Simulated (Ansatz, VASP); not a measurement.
# Ge (Germanium): VASP beside Ansatz, part 2 of 2

One calculation is typed for both programs; each brings its own data sets. How far apart do they land? The cell is taken from a series of runs on this material, whose earlier steps may have relaxed, scaled, displaced or heated it; both programs get it as it stands.

VASP 6.6.1 and Ansatz 0.2.0.

So far: Set-up; VASP: zone-centre phonons, PBEsol.

## 2. VASP: zone-centre phonons, PBEsol (continued)

Level of this step: PBEsol; plane waves and PAW (Ge_d) (VASP).

Numbers of over 12 decimals in the logs are rounded to 6 here.

Parts of OUTCAR (step 2):

```text
ion  position               nearest neighbor table
   1  0.503  0.503  0.497-   2 2.46   2 2.46   2 2.49   2 2.50
   2  0.747  0.747  0.753-   1 2.46   1 2.46   1 2.49   1 2.50

  LATTYP: Found a body centered orthorhombic cell.
 ALAT       =     4.0116758781
 B/A-ratio  =     1.0403992480
 C/A-ratio  =     1.3930487784

 Subroutine GETGRP returns: Found  4 space group operations
 (whereof  2 operations were pure point group operations)

The static configuration has the point symmetry C_1h.
 The point group associated with its full space group is C_2h.

   k-points           NKPTS =   1728   k-points in BZ     NKDIM =   1728   number of bands    NBANDS=     20

   dimension x,y,z NGX =    30 NGY =   30 NGZ =   30
   dimension x,y,z NGXF=    60 NGYF=   60 NGZF=   60

   ENCUT  =  500.0 eV  36.75 Ry    6.06 a.u.   7.34  7.34  7.61*2*pi/ulx,y,z

   NELECT =      28.0000    total number of electrons

 k-points in reciprocal lattice and weights: Points of the shifted mesh
   0.04166667  0.04166667  0.04166667       0.001
   0.04166667  0.04166667  0.12500000       0.001
   0.04166667  0.04166667  0.20833333       0.001
   0.04166667  0.04166667  0.29166667       0.001
   0.04166667  0.04166667  0.37500000       0.001
   0.04166667  0.04166667  0.45833333       0.001
   0.04166667  0.04166667  0.54166667       0.001
   0.04166667  0.04166667  0.62500000       0.001
   0.04166667  0.04166667  0.70833333       0.001
[...]
0.95833333  0.95833333  0.87500000       0.001
   0.95833333  0.95833333  0.95833333       0.001

 average (electrostatic) potential at core
       1 -74.4490       2 -74.4490

  Total       -0.6810597     -0.6810597     -0.0370452     -0.6429829     -0.0038402     -0.0038402
  in kB      -23.3228640    -23.3228640     -1.2686132    -22.0189277     -0.1315081     -0.1315079
  external PRESSURE =     -15.9714470 kB  Pullay stress =       0.0000000 kB

  energy-cutoff  :      500.00
  volume of cell :       46.79
      direct lattice vectors                 reciprocal lattice vectors
     0.057299934  2.893983152  2.794230091    -0.176262191  0.176262191  0.178940167
     2.893983152  0.057299934  2.794230091     0.176262191 -0.176262191  0.178940167
     2.951283086  2.951283086  0.000000000     0.169417838  0.169417838 -0.178940167

 POSITION                                       TOTAL-FORCE (eV/Angst)
 -----------------------------------------------------------------------------------
      2.95105      2.95105      2.80858        -0.000025     -0.000025     -0.002506
      4.42716      4.42716      4.17699         0.000025      0.000025      0.002506
 -----------------------------------------------------------------------------------
    total drift:                                0.000000     -0.000000      0.000000

 Eigenvectors and eigenvalues of the dynamical matrix
 ----------------------------------------------------

   1 f  =    8.549478 THz    53.717957 2PiTHz  285.179901 cm-1    35.357785 meV
             X         Y         Z           dx          dy          dz
      2.951050  2.951050  2.808583     0.500000   -0.500000    0.000000
      4.427158  4.427158  4.176992    -0.500000    0.500000   -0.000000

   2 f  =    8.195222 THz    51.492101 2PiTHz  273.363192 cm-1    33.892701 meV
             X         Y         Z           dx          dy          dz
      2.951050  2.951050  2.808583    -0.496686   -0.496686    0.081274
      4.427158  4.427158  4.176992     0.496686    0.496686   -0.081274

   3 f  =    8.116248 THz    50.995888 2PiTHz  270.728878 cm-1    33.566088 meV
             X         Y         Z           dx          dy          dz
      2.951050  2.951050  2.808583    -0.057470   -0.057470   -0.702420
      4.427158  4.427158  4.176992     0.057470    0.057470    0.702420

   4 f  =    0.000000 THz     0.000000 2PiTHz    0.000002 cm-1     0.000000 meV
             X         Y         Z           dx          dy          dz
      2.951050  2.951050  2.808583    -0.376096   -0.597779   -0.034818
      4.427158  4.427158  4.176992    -0.376096   -0.597779   -0.034818

   5 f/i=    0.000000 THz     0.000000 2PiTHz    0.000000 cm-1     0.000000 meV
             X         Y         Z           dx          dy          dz
      2.951050  2.951050  2.808583     0.026787    0.024278   -0.706182
      4.427158  4.427158  4.176992     0.026787    0.024278   -0.706182

   6 f/i=    0.000000 THz     0.000001 2PiTHz    0.000003 cm-1     0.000000 meV
             X         Y         Z           dx          dy          dz
      2.951050  2.951050  2.808583     0.598192   -0.376924    0.009732
      4.427158  4.427158  4.176992     0.598192   -0.376924    0.009732

 ELASTIC MODULI CONTR FROM IONIC RELAXATION (kBar)
 Direction    XX          YY          ZZ          XY          YZ          ZX
 --------------------------------------------------------------------------------
 XX          -0.4258     -0.4222     -1.2518     10.2344      0.3472      1.0225
 YY          -0.4222     -0.4258     -1.2518     10.0798     -0.5150      2.0388
 ZZ          -1.2518     -1.2518     -3.7213     30.2994     -1.7396      3.3643
 XY          10.2344     10.0798     30.2994   -250.4129      1.9824     -0.9969
 YZ           0.3472     -0.5150     -1.7396      1.9824   -189.1224     53.0382
 ZX           1.0225      2.0388      3.3643     -0.9969     53.0382   -199.3777
 --------------------------------------------------------------------------------
```

## 3. Ansatz: zone-centre phonons, PBEsol

Ansatz runs on its PAW soft_1 files.

The same cell, functional, mesh and smearing now go to Ansatz, which takes its cutoff from its data sets.

The input, input.yaml:

```yaml
crystal:
  lattice:
    - [0.0572999344, 2.8939831517, 2.7942300907]
    - [2.8939831517, 0.0572999344, 2.7942300907]
    - [2.9512830861, 2.9512830861, 0.0]
  atoms:
    - { symbol: Ge, position: [0.5025683939, 0.5025683939, 0.4973525763] }
    - { symbol: Ge, position: [0.7474316061, 0.7474316061, 0.7526474237] }
kpoints:
  mp_grid: { grid: [12, 12, 12], shift: [0.5, 0.5, 0.5] }
hamiltonian:
  xc: pbesol
  pseudopotentials: { kind: paw, azcp: { folder: soft_1 }, xc_functional: pbe }
scf:
  occupations: { method: gaussian, width: 0.015 }
output:
  eigenvalues: true
phonons:
  method: dfpt
```

Launch:

```bash
ansatz run input.yaml --threads 4 --pin off --max-ram 10240MiB --backend cpu --events-out ev --progress --plain --runs-dir out
```

The log of the run:

```text
Engine: ansatz 0.2.0, aarch64-unknown-linux-gnu
Pseudopotentials: kind: paw
Pseudopotential: Ge, paw, valence charge 14, recommended cutoff 420 eV (normal), soft_1/Ge.paw.azcp
Functional definition: PBEsol
  exchange = pbesol_x
  correlation = pbesol_c
Crystal: 2 atoms, lattice volume = 46.786 Å³
Basis set: ecut = 420 eV, 925 PW (Γ), exchange–correlation on 64×64×64 points (8 copies of the dense FFT grid, shifted against one another)
Bands: 18, of which v1, the nominal top of the filled ones, is band 14 counted from 1 (13 counted from 0)
Symmetry: 4 space group operations
k-points: 864 of 1728 (irreducible under 1 space group operation, time reversal used)
Non-local potential: Ge, projectors of the file, l = 0: 2, l = 1: 2, l = 2: 3, l = 3: 1
PAW form: soft (Blöchl's): semilocal exchange-correlation on the pseudo side does not see the compensation charge
PAW frozen core: Ge, regenerated for the run's functional, and the local potential with it (the file was generated under x = pbe(κ = 0.804, μ = 0.219515), c = pbe(β = 0.066725))
PAW one-centre angular grid: Ge, 590 points (default); XC on 64 Gauss nodes
Initial density: superposition of atomic densities (chi_scale 0.1, normalization cell)
Initial wavefunctions: pseudopotential atomic-orbital guess
Functional: x = pbesol(κ = 0.804, μ = 0.123457), c = pbesol(β = 0.046)
SCF iter   1: F=—  HF=-8507.049192 eV  |F-HF|=—  |Δ(HF+E_count)|=         —  Δρ=3.37e-2  dr2=4.26e-1  ethr=3.10e-3  ⟨swp⟩=6.0  Hψ=71503  notcnv=0
preconditioner: auto → none  [insulator: Δε(μ)=0.155 eV  Ē_g=23.135 eV  σ=0.015 eV  W_gap=1.00  n_scr=14 (ndim 8)  ℏωp=28.7 eV  f_vac=0.000  D(μ)=0.00/eV (n_scr^D=0)  ε∞_Penn≈2.5]
SCF iter   2: F=—  HF=-8506.988225 eV  |F-HF|=—  |Δ(HF+E_count)|=   6.10e-2  Δρ=1.62e-2  dr2=8.12e-2  ethr=1.52e-3  ⟨swp⟩=2.0  Hψ=25645  notcnv=0
SCF iter   3: F=—  HF=-8506.981483 eV  |F-HF|=—  |Δ(HF+E_count)|=   6.74e-3  Δρ=1.45e-3  dr2=2.89e-4  ethr=2.90e-4  ⟨swp⟩=2.3  Hψ=20313  notcnv=0
SCF iter   4: F=—  HF=-8506.981723 eV  |F-HF|=—  |Δ(HF+E_count)|=   2.40e-4  Δρ=2.16e-4  dr2=1.71e-5  ethr=1.03e-6  ⟨swp⟩=2.0  Hψ=29069  notcnv=0
SCF iter   5: F=—  HF=-8506.981723 eV  |F-HF|=—  |Δ(HF+E_count)|=   5.11e-8  Δρ=9.70e-5  dr2=3.66e-6  ethr=6.09e-8  ⟨swp⟩=2.0  Hψ=27648  notcnv=0
SCF iter   6: F=—  HF=-8506.981720 eV  |F-HF|=—  |Δ(HF+E_count)|=   3.44e-6  Δρ=1.23e-5  dr2=5.74e-8  ethr=1.31e-8  ⟨swp⟩=2.0  Hψ=27648  notcnv=0
SCF iter   7: F=—  HF=-8506.981718 eV  |F-HF|=—  |Δ(HF+E_count)|=   1.40e-6  Δρ=3.28e-6  dr2=3.81e-9  ethr=2.05e-10  ⟨swp⟩=2.0  Hψ=27650  notcnv=0
SCF iter   8: F=—  HF=-8506.981718 eV  |F-HF|=—  |Δ(HF+E_count)|=   3.18e-9  Δρ=4.77e-7  dr2=6.88e-11  ethr=1.36e-11  ⟨swp⟩=2.0  Hψ=27650  notcnv=0
SCF iter   9: F=-8506.981718 eV  HF=-8506.981718 eV  |F-HF|=0.00e0  |Δ(HF+E_count)|=  4.18e-11  Δρ=3.93e-8  dr2=6.53e-13  ethr=1.00e-12  ⟨swp⟩=5.4  Hψ=60701  notcnv=0
SCF 1 converged in 9 iterations: F = -8506.981718 eV  dr2 = 6.53e-13
  greatest PAW one-centre occupation: 0.998 electrons in one spin orbital (limit 2), on the Ge atom at site 1 (counted from 0), in its partial waves of l = 2
DFPT response loops at Γ: preconditioner auto → Kerker (q_TF=auto, 2.505 Å⁻¹) (partly filled bands, converged f_vac=0.067); β = 1.00, the filter's whole step (`scf.mixing.beta` (0.50) is not read by the response loops under this deck's `scf.mixing.preconditioner`; to damp them name `kerker` or `kerker_dos`, under which they read `scf.mixing.beta`, and type it under 1.00, their step now; both keys bind the ground state too); Broyden in place of MSR1
SCF converged after 9 iterations
Free energy (F): -8506.981718 eV
Harris-Foulkes:  -8506.981718 eV  (|F-HF|=0.00e0)
Internal energy: -8506.981712 eV  (E = F + TS)
E sigma→0 (E₀):  -8506.981715 eV
Entropy (-TS):   -0.000006 eV (-0.003 meV/atom)
Fermi energy:    8.017894 eV
--- Per-component energies (eV) ---
  E_band       = -314.045518
  E_kinetic    = 184.948808
  E_local      = -4549.797466  (includes V_loc(G=0)·N_el)
  E_nonlocal   = 438.358709
  E_hartree    = 2162.482401
  E_xc         = -141.829583
  E_vxc        = -129.840102  (∫ρ·V_xc dr)
  E_paw        = -3944.420851  (= ΣΔE_a)
  E_vpaw       = -582.680285  (= ΣTr[D̂ρ^β])
  E_aug_tail   = 0.000031  (compensation charges beyond the density's cutoff)
  E_ewald      = -2658.559637
  E_core_change = 1.835876  (= ΣΔE_core)
  E_smearing   = -0.000006  (= −TS)
  E_closure    = 0.000000  (closes the sum)
  Σ components = -8506.981718   (vs F -8506.981718, Δ=0.00e0)
--- Band table (eV; the first three rows and the last of 864) ---
  k-point 0: bands = [... 10 lower, -4.5403, 6.9927, 7.9683, 8.0014, 8.4064, 10.4625, 10.4886, 10.8048]
  k-point 1: bands = [... 10 lower, -4.4378, 5.8411, 7.5517, 7.9133, 9.1165, 10.8221, 10.9143, 10.9376]
  k-point 2: bands = [... 10 lower, -4.1800, 4.3866, 7.1106, 7.5926, 9.1606, 11.2784, 11.3572, 12.0946]
  k-point 863: bands = [... 10 lower, -2.4383, 0.5317, 6.1395, 6.6292, 8.0378, 11.4224, 11.8481, 14.9348]
--- Phonons (Γ-DFPT): 2 representative perturbations + reference, on 864 of 1728 k-points (Σ response iterations 6) ---
  k mesh reduced under 1 symmetry operation, with k and −k counted as one. Each operation leaves every solved perturbation unchanged. A smaller set is not used because it would not reduce the number of displacements times k-points to solve
  ASR residual: 2.687e-5 → 0.000e0 eV/Å²; symmetrization residual: 1.731e-6 eV/Å²
  ASR residual per site (eV/Å²): 2.69e-5 2.69e-5
  Γ frequencies (cm⁻¹): 0.00 0.00 0.00 272.80 274.07 284.26
  non-analytic LO–TO correction: not included (Born effective charges unavailable; polar crystals: no LO–TO splitting at Γ)
```

## 4. Side by side

Known differences besides the potentials themselves: the cutoff is 420 eV in Ansatz and 500 eV in VASP; Ansatz makes its cores anew for this functional, VASP keeps those of its PBE data sets. Total energies have different zeros and are not compared.

Both answers:

| quantity | Ansatz | VASP | difference |
| --- | --- | --- | --- |
| optical mode 1 (cm⁻¹) | 272.8 | 270.7 | +0.77 % |
| optical mode 2 (cm⁻¹) | 274.1 | 273.4 | +0.26 % |
| optical mode 3 (cm⁻¹) | 284.3 | 285.2 | -0.32 % |

Modes are paired by rising frequency, not by their patterns, so a pair may set unlike modes beside each other; they are those without the splitting of longitudinal modes.

## 5. Outcome

* r.m.s. difference of the optical zone-centre modes, each program's sorted by frequency (zone-centre phonons, PBEsol): 1.4 cm⁻¹
* difference in optical mode 1 (zone-centre phonons, PBEsol): +0.8 %

In words: The r.m.s. difference of the optical zone-centre modes, each program's sorted by frequency is 1.4 cm⁻¹ (zone-centre phonons, PBEsol). Among the rows given in per cent, the largest difference of the zone-centre phonons, PBEsol pair is in optical mode 1, +0.8 %. Such differences can come from data sets, numerical settings and the points named under the comparisons, not from the functional's error against experiment.

[Lines on the potential files, build, host, timing and source positions are cut from VASP's logs without a mark.]

[Logs are printed without paths, hosts, clocks, repeated set-up lines and the standing remarks that a program may print on its own settings, such as how far it seeks lower states.]

[Hosts, paths, dates, database ids (printed as entryN), source tags and the programs' standing remarks are cut or masked in the printed files.]
